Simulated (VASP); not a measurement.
# Nickel with r2SCAN: from relaxation to properties

Wanted: the relaxed cell of Nickel and its properties. The steps: magnetic order: ferromagnetic, magnetic order: antiferromagnetic, q = (0, 0, 1/2), magnetic order: antiferromagnetic, q = (1/2, 1/2, 0), the orders side by side, first try, full relaxation (r2SCAN), second relaxation, single point with fields (r2SCAN), bands along the symmetry lines (r2SCAN), density of states (r2SCAN), volume scan with r2SCAN and fit for r2SCAN. Left out of this account: 1 further run (core levels: core levels are not valid at this level). The start is a cell from a database of measured crystal structures.

Calculated with VASP 6.6.1; r2SCAN, spin-polarised from a ferromagnetic start (one magnetic atom a cell); plane waves and PAW (Ni), in the first sound run; inputs show where later runs differ.

### 1. The starting structure

The structure is cubic, space group Fm-3m (No. 225). The conventional cell has a = 3.524 Å, b = 3.524 Å, c = 3.524 Å, α = 90.00°, β = 90.00°, γ = 90.00°. Nearest to Ni lie 12 Ni at 2.49 Å.

### 2. Magnetic order: ferromagnetic

The properties of a magnet depend on its order, so a few collinear patterns are compared first on the cell as listed, beginning with all moments parallel. r2SCAN adds the kinetic-energy density, costs more than a GGA and is run with LASPH.

Input file INCAR:

```
SYSTEM = Ni
PREC = Accurate
ENCUT = 400
EDIFF = 1E-06
NELM = 100
ISMEAR = 1
SIGMA = 0.2
LREAL = .FALSE.
ALGO = Normal
METAGGA = R2SCAN
LASPH = .TRUE.
NBANDS = 12
ISPIN = 2
MAGMOM = 1
LMAXMIX = 4
LORBIT = 11
LWAVE = .FALSE.
LCHARG = .FALSE.
KPAR = 4
ISIF = 2
```

Input file POSCAR:

```
Ni
1.0
    0.0000000000      1.7619350000      1.7619350000
    1.7619350000      0.0000000000      1.7619350000
    1.7619350000      1.7619350000      0.0000000000
Ni
1
Direct
    0.0000000000      0.0000000000      0.0000000000
```

Input file KPOINTS:

```
Automatic mesh
0
Gamma
11 11 11
0 0 0
```

PAW data sets: Ni (PBE family, release 64).

On the command line:

```
$ mpirun -np 4 vasp_std
```

The program printed:

```text
[banner, memory and clock lines left out]
running    4 mpi-ranks, on    1 nodes
 distrk:  each k-point on    1 cores,    4 groups
 distr:  one band on    1 cores,    1 groups

 POSCAR found type information on POSCAR Ni
 POSCAR found :  1 types and       1 ions
|                                                                             |
|               ----> ADVICE to this user running VASP <----                  |
|                                                                             |
|     You enforced a specific xc type in the INCAR file but a different       |
|     [... a line on the potential file left out ...]
|     I HOPE YOU KNOW WHAT YOU ARE DOING!                                     |
|                                                                             |

 LDA part: xc-table for (None), standard interpolation
 POSCAR, INCAR and KPOINTS ok, starting setup
 FFT: planning ... GRIDC
 FFT: planning ... GRID_SOFT
 FFT: planning ... GRID
 WAVECAR not read
 entering main loop
       N       E                     dE             d eps       ncg     rms          rms(c)
DAV:   1     0.190815245387E+02    0.19082E+02   -0.39530E+03  2828   0.905E+02
DAV:   2    -0.133046045574E+02   -0.32386E+02   -0.30578E+02  2880   0.158E+02
DAV:   3    -0.142863466752E+02   -0.98174E+00   -0.97619E+00  3120   0.311E+01
DAV:   4    -0.142946256607E+02   -0.82790E-02   -0.82777E-02  3128   0.251E+00
DAV:   5    -0.142947963433E+02   -0.17068E-03   -0.17068E-03  3228   0.342E-01    0.107E+01
DAV:   6    -0.124794022176E+02    0.18154E+01   -0.20567E+01  3476   0.633E+01    0.823E+00
DAV:   7    -0.119205691287E+02    0.55883E+00   -0.44051E+00  3340   0.235E+01    0.219E+00
DAV:   8    -0.119239203876E+02   -0.33513E-02   -0.35098E-02  2964   0.187E+00    0.119E+00
DAV:   9    -0.119226166770E+02    0.13037E-02   -0.28475E-03  3584   0.483E-01    0.477E-01
DAV:  10    -0.119224249959E+02    0.19168E-03   -0.71506E-03  3432   0.929E-01    0.936E-02
DAV:  11    -0.119226002871E+02   -0.17529E-03   -0.60567E-04  3604   0.291E-01    0.638E-02
DAV:  12    -0.119226390072E+02   -0.38720E-04   -0.34040E-05  3376   0.625E-02    0.505E-02
DAV:  13    -0.119227299045E+02   -0.90897E-04   -0.33636E-04  3208   0.195E-01    0.188E-02
DAV:  14    -0.119227421502E+02   -0.12246E-04   -0.13205E-05  3516   0.356E-02    0.677E-03
DAV:  15    -0.119227337653E+02    0.83850E-05   -0.10306E-05  2936   0.327E-02    0.691E-03
DAV:  16    -0.119227432147E+02   -0.94494E-05   -0.69321E-06  2464   0.276E-02    0.219E-03
DAV:  17    -0.119227416350E+02    0.15797E-05   -0.48946E-08  1456   0.268E-03    0.418E-04
DAV:  18    -0.119227418724E+02   -0.23733E-06   -0.74892E-09  1440   0.113E-03
   1 F= -.11922742E+02 E0= -.11921571E+02  d E =-.351264E-02  mag=     0.7550
```

It took 7 s on 4 MPI ranks of Intel Xeon 6975P-C (Granite Rapids), shared host; peak memory 0.48 GiB; 26 s of CPU time.

Lines that name or quote the potential files are left out of all logs, and their timing lines are given in words.

Parts of OUTCAR (step 2):

```text
ion  position               nearest neighbor table
   1  0.000  0.000  0.000-

  LATTYP: Found a face centered cubic cell.
 ALAT       =     3.5238700000

 Subroutine GETGRP returns: Found 48 space group operations
 (whereof 48 operations were pure point group operations)

The static configuration has the point symmetry O_h .

 Found     56 irreducible k-points:

   k-points           NKPTS =     56   k-points in BZ     NKDIM =     56   number of bands    NBANDS=     12

   dimension x,y,z NGX =    16 NGY =   16 NGZ =   16
   dimension x,y,z NGXF=    32 NGYF=   32 NGZF=   32

   ENCUT  =  400.0 eV  29.40 Ry    5.42 a.u.   4.06  4.06  4.06*2*pi/ulx,y,z

   NELECT =      10.0000    total number of electrons

 k-points in reciprocal lattice and weights: Automatic mesh
   0.00000000  0.00000000  0.00000000       0.001
   0.09090909  0.00000000  0.00000000       0.006
   0.18181818  0.00000000  0.00000000       0.006
   0.27272727  0.00000000  0.00000000       0.006
   0.36363636  0.00000000  0.00000000       0.006
   0.45454545  0.00000000  0.00000000       0.006
   0.09090909  0.09090909  0.00000000       0.005
   0.18181818  0.09090909  0.00000000       0.018
   0.27272727  0.09090909  0.00000000       0.018
[...]
-0.36363636  0.45454545  0.18181818       0.018
  -0.27272727  0.45454545  0.18181818       0.018

 average (electrostatic) potential at core
       1 -87.4683

 E-fermi :   9.2577

 spin component 1
 k-point     1 :       0.0000    0.0000    0.0000
  band No.  band energies     occupation
    ...
      2       6.2815      1.00000
      3       6.2815      1.00000
      4       6.2815      1.00000
      5       7.5725      1.00000
      6       7.5725      1.00000
      7      33.7451      0.00000
      8      37.8386      0.00000
      9      37.8386      0.00000
     10      37.8389      0.00000
     11      40.4363      0.00000
    ...

 k-point     2 :       0.0909    0.0000    0.0000
  band No.  band energies     occupation
    ...
      2       6.2044      1.00000
      3       6.3505      1.00000
      4       6.3505      1.00000
      5       7.5451      1.00000
      6       7.5451      1.00000
      7      32.2187      0.00000
      8      35.2396      0.00000
      9      37.0481      0.00000
     10      37.0483      0.00000
     11      41.5927      0.00000
    ...

 k-point     3 :       0.1818    0.0000    0.0000
  band No.  band energies     occupation
    ...
      2       6.0411      1.00000
      3       6.4894      1.00000
      4       6.4896      1.00000
      5       7.5254      1.00000
      6       7.5255      1.00000
      7      27.5867      0.00000
      8      34.4131      0.00000
      9      36.0027      0.00000
     10      36.0028      0.00000
     11      42.0181      0.00000
    ...

 k-point     4 :       0.2727    0.0000    0.0000
  band No.  band energies     occupation
    ...
      2       6.0432      1.00000
      3       6.5323      1.00000
      4       6.5326      1.00000
      5       7.6601      1.00000
      6       7.6604      1.00000
      7      22.8254      0.00000
      8      33.6003      0.00000
      9      35.2746      0.00000
     10      35.2747      0.00000
     11      40.6388      0.00000
    ...

 k-point     5 :       0.3636    0.0000    0.0000
  band No.  band energies     occupation
    ...
      2       6.4544      1.00000
      3       6.4547      1.00000
      4       6.8370      1.00000
      5       7.9242      1.00000
      6       7.9245      1.00000
      7      18.5573      0.00000
      8      32.7573      0.00000
      9      34.8909      0.00000
     10      34.8914      0.00000
     11      38.7243      0.00000
    ...

 k-point     6 :       0.4545    0.0000    0.0000
  band No.  band energies     occupation
    ...
      2       6.3796      1.00000
      3       6.3798      1.00000
      4       8.1206      1.00000
      5       8.1210      1.00000
      6       8.4640      1.00000
      7      15.3811      0.00000
      8      32.2454      0.00000
      9      34.7768      0.00000
     10      34.7778      0.00000
     11      37.6115      0.00000
    ...

  Total       -0.5323386     -0.5323386     -0.5323386      0.0000000     -0.0000000      0.0000000
  in kB      -77.9648637    -77.9648637    -77.9648637      0.0000000     -0.0000000      0.0000000
  external PRESSURE =     -77.9648637 kB  Pullay stress =       0.0000000 kB

  energy-cutoff  :      400.00
  volume of cell :       10.94
      direct lattice vectors                 reciprocal lattice vectors
     0.000000000  1.761935000  1.761935000    -0.283778914  0.283778914  0.283778914
     1.761935000  0.000000000  1.761935000     0.283778914 -0.283778914  0.283778914
     1.761935000  1.761935000  0.000000000     0.283778914  0.283778914 -0.283778914

 POSITION                                       TOTAL-FORCE (eV/Angst)
 -----------------------------------------------------------------------------------
      0.00000      0.00000      0.00000         0.000000     -0.000000      0.000000
 -----------------------------------------------------------------------------------
    total drift:                                0.000000      0.000000      0.000000

  FREE ENERGIE OF THE ION-ELECTRON SYSTEM (eV)
  ---------------------------------------------------
  free  energy   TOTEN  =       -11.9227418724 eV

  energy  without entropy=      -11.9192292308  energy(sigma->0) =      -11.92157099

 total charge
# of ion       s       p       d       tot
------------------------------------------
    1        0.513   0.517   8.301   9.331

 magnetization (x)
# of ion       s       p       d       tot
------------------------------------------
    1       -0.010  -0.042   0.830   0.778

[... 6 further parts left out ...]
```

The k-mesh is coarse for a metal. SCAN-type functionals tend to overstate the moments of itinerant magnets. The PAW data sets were made with PBE, which is usual practice but a small mismatch for other functionals. At this level the cell is under a tension of 7.8 GPa, so at these settings it is away from equilibrium.

Numbers from this step:

```
SCF cycles                                        : 18
electrons                                         : 10
bands                                             : 12
irreducible k-points                              : 56
symmetry operations                               : 48
free energy (TOTEN)                               : -11.92 eV
energy at zero smearing                           : -11.92 eV
Fermi energy                                      : 9.258 eV
pressure                                          : -7.796 GPa
moment of the cell, from the last line of the log : 0.755 μB
metallic                                          : yes
```

Spin moment in the PAW sphere by atom:

```
atom  spin moment in the PAW sphere (μB)
 Ni1                               0.778
```

The run ends ferromagnetic with a largest moment of 0.78 μB, and the mesh shows no gap.

### 3. Magnetic order: antiferromagnetic, q = (0, 0, 1/2)

This step: r2SCAN, spin-polarised from an antiferromagnetic start; plane waves and PAW (Ni) (VASP 6.6.1).

System of this step: Nickel. Symmetry: Fm-3m, No. 225, cubic system. Conventional cell: a = 3.524 Å, b = 3.524 Å, c = 3.524 Å, α = 90.00°, β = 90.00°, γ = 90.00°. Nearest to Ni lie 12 Ni at 2.49 Å.

Next, a pattern with opposite moments, which needs a doubled cell; q is given in the reciprocal vectors of the primitive cell.

Changes to INCAR since step 2:

```diff
@@ -11,5 +11,5 @@
 LASPH = .TRUE.
-NBANDS = 12
+NBANDS = 17
 ISPIN = 2
-MAGMOM = 1
+MAGMOM = 1 -1
 LMAXMIX = 4
```

Input file POSCAR:

```
Ni
1.0
    0.0000000000      1.7619350000      1.7619350000
    1.7619350000      0.0000000000      1.7619350000
    3.5238700000      3.5238700000      0.0000000000
Ni
2
Direct
    0.0000000000      0.0000000000      0.0000000000
    0.0000000000      0.0000000000      0.5000000000
```

KPOINTS is that of step 2.

On the command line:

```
$ mpirun -np 4 vasp_std
```

The program printed:

```text
[banner, memory and clock lines left out]
running    4 mpi-ranks, on    1 nodes
 distrk:  each k-point on    1 cores,    4 groups
 distr:  one band on    1 cores,    1 groups

 POSCAR found type information on POSCAR Ni
 POSCAR found :  1 types and       2 ions
 [... a notice as in an earlier step ...]

 LDA part: xc-table for (None), standard interpolation
 POSCAR, INCAR and KPOINTS ok, starting setup
 FFT: planning ... GRIDC
 FFT: planning ... GRID_SOFT
 FFT: planning ... GRID
 WAVECAR not read
 entering main loop
       N       E                     dE             d eps       ncg     rms          rms(c)
DAV:   1     0.628460332002E+02    0.62846E+02   -0.81004E+03 10664   0.141E+03
DAV:   2    -0.256277353534E+02   -0.88474E+02   -0.83102E+02 10059   0.237E+02
DAV:   3    -0.283846625328E+02   -0.27569E+01   -0.27038E+01 11251   0.556E+01
DAV:   4    -0.284226100148E+02   -0.37947E-01   -0.37931E-01 12797   0.537E+00
DAV:   5    -0.284233461103E+02   -0.73610E-03   -0.73606E-03 11521   0.643E-01    0.147E+01
DAV:   6    -0.248268909175E+02    0.35965E+01   -0.16505E+01 10397   0.893E+01    0.112E+01
DAV:   7    -0.236707628132E+02    0.11561E+01   -0.35353E+00 11538   0.364E+01    0.295E+00
DAV:   8    -0.236863131125E+02   -0.15550E-01   -0.87965E-02 13038   0.416E+00    0.146E+00
DAV:   9    -0.236848725474E+02    0.14406E-02   -0.97457E-03 13699   0.138E+00    0.590E-01
DAV:  10    -0.236834854574E+02    0.13871E-02   -0.39495E-03 13957   0.132E+00    0.170E-01
DAV:  11    -0.236840603377E+02   -0.57488E-03   -0.15375E-03 13814   0.674E-01    0.114E-01
DAV:  12    -0.236841107710E+02   -0.50433E-04   -0.12185E-04 13386   0.190E-01    0.638E-02
DAV:  13    -0.236841597270E+02   -0.48956E-04   -0.22348E-04 14296   0.365E-01    0.216E-02
DAV:  14    -0.236841608489E+02   -0.11219E-05   -0.15982E-05 11300   0.531E-02    0.151E-02
DAV:  15    -0.236841588891E+02    0.19598E-05   -0.25913E-06  9415   0.345E-02    0.622E-03
DAV:  16    -0.236841597511E+02   -0.86207E-06   -0.19516E-06  5386   0.198E-02
   1 F= -.23684160E+02 E0= -.23686189E+02  d E =0.608735E-02  mag=     0.0000
```

Run time: 32 s. Hardware: 4 MPI ranks; peak memory 0.61 GiB; 2.1 min of CPU time.

OUTCAR, selected parts (step 3):

```text
  LATTYP: Found a trigonal (rhomboedric) cell.
 ALAT       =     4.3158417100
 COS(alpha) =     0.8333333333

 Subroutine GETGRP returns: Found 12 space group operations
 (whereof 12 operations were pure point group operations)

The static configuration has the point symmetry D_3d.

 Found    146 irreducible k-points:

   k-points           NKPTS =    146   k-points in BZ     NKDIM =    146   number of bands    NBANDS=     17

   dimension x,y,z NGX =    16 NGY =   16 NGZ =   36
   dimension x,y,z NGXF=    32 NGYF=   32 NGZF=   72

   ENCUT  =  400.0 eV  29.40 Ry    5.42 a.u.   4.06  4.06  8.13*2*pi/ulx,y,z

   NELECT =      20.0000    total number of electrons

 E-fermi :   9.0134

 spin component 1
 k-point     1 :       0.0000    0.0000    0.0000
  band No.  band energies     occupation
    ...
      8       8.1368      1.00000
      9       8.1368      1.00000
     10       8.7704      1.03544
     11       8.8176      1.02280
     12       8.8179      1.02260
     13      15.2346      0.00000
     14      32.1013      0.00000
     15      33.6128      0.00000
     16      34.8994      0.00000
     17      34.8998      0.00000

 k-point     2 :       0.0909    0.0000    0.0000
  band No.  band energies     occupation
    ...
      7       7.2542      1.00000
      8       7.6768      1.00000
      9       8.0964      1.00000
     10       8.1433      1.00000
     11       8.8258      1.01745
     12      10.0782     -0.00000
     13      15.5394      0.00000
     14      30.4366      0.00000
     15      32.2097      0.00000
     16      32.7153      0.00000
    ...

 k-point     3 :       0.1818    0.0000    0.0000
  band No.  band energies     occupation
    ...
      7       7.3275      1.00000
      8       7.3822      1.00000
      9       8.0912      1.00000
     10       8.2592      1.00000
     11       8.8497      0.99459
     12      11.1313     -0.00000
     13      16.6011      0.00000
     14      26.8759      0.00000
     15      27.6884      0.00000
     16      29.9324      0.00000
    ...

 k-point     4 :       0.2727    0.0000    0.0000
  band No.  band energies     occupation
    ...
      7       7.2946      1.00000
      8       7.5673      1.00000
      9       8.3568      1.00002
     10       8.5785      1.00437
     11       8.9023      0.89910
     12      11.6972     -0.00000
     13      18.5650      0.00000
     14      22.9610      0.00000
     15      23.4425      0.00000
     16      27.5347      0.00000
    ...

  Total       -1.1178143     -1.1178143     -1.1178143      0.2096341     -0.2096341     -0.2096341
  in kB      -81.8560169    -81.8560169    -81.8560169     15.3512182    -15.3512182    -15.3512182
  external PRESSURE =     -81.8560169 kB  Pullay stress =       0.0000000 kB

  energy-cutoff  :      400.00
  volume of cell :       21.88
      direct lattice vectors                 reciprocal lattice vectors
     0.000000000  1.761935000  1.761935000    -0.283778914  0.283778914  0.283778914
     1.761935000  0.000000000  1.761935000     0.283778914 -0.283778914  0.283778914
     3.523870000  3.523870000  0.000000000     0.141889457  0.141889457 -0.141889457

 POSITION                                       TOTAL-FORCE (eV/Angst)
 -----------------------------------------------------------------------------------
      0.00000      0.00000      0.00000         0.000000      0.000000      0.000000
      1.76194      1.76194      0.00000        -0.000000     -0.000000     -0.000000
 -----------------------------------------------------------------------------------
    total drift:                                0.000000      0.000000     -0.000000

  FREE ENERGIE OF THE ION-ELECTRON SYSTEM (eV)
  ---------------------------------------------------
  free  energy   TOTEN  =       -23.6841597511 eV

  energy  without entropy=      -23.6902471015  energy(sigma->0) =      -23.68618887

 total charge
# of ion       s       p       d       tot
------------------------------------------
    1        0.509   0.508   8.318   9.335
    2        0.509   0.508   8.318   9.335
--------------------------------------------------
tot          1.018   1.016  16.636  18.671

 magnetization (x)
# of ion       s       p       d       tot
------------------------------------------
    1       -0.003  -0.003   0.573   0.568
    2        0.003   0.003  -0.573  -0.568
--------------------------------------------------
tot          0.000   0.000   0.000   0.000

[... 6 further parts left out ...]
```

At this level the cell is under a tension of 8.2 GPa, so at these settings it is away from equilibrium.

This step gave:

```
SCF cycles              : 16
electrons               : 20
bands                   : 17
irreducible k-points    : 146
symmetry operations     : 12
free energy (TOTEN)     : -23.68 eV
energy at zero smearing : -23.69 eV
Fermi energy            : 9.013 eV
pressure                : -8.186 GPa
```

Spin moment in the PAW sphere by atom:

```
atom  spin moment in the PAW sphere (μB)
 Ni1                               0.568
 Ni2                              -0.568
```

The energy lies +78.5 meV an atom from the first pattern. The run ends antiferromagnetic with a largest moment of 0.57 μB, and the mesh shows no gap.

(Part 1 of 6 ends here.)

[Lines on the potential files, build, host, timing and source positions are cut from VASP's logs without a mark.]

[Logs are printed without paths, hosts, clocks, repeated set-up lines and the standing remarks that a program may print on its own settings, such as how far it seeks lower states.]

[Hosts, paths, dates, database ids (printed as entryN), source tags and the programs' standing remarks are cut or masked in the printed files.]

[A measured line is paired with the nearest computed mode of its activity, which favours agreement.]
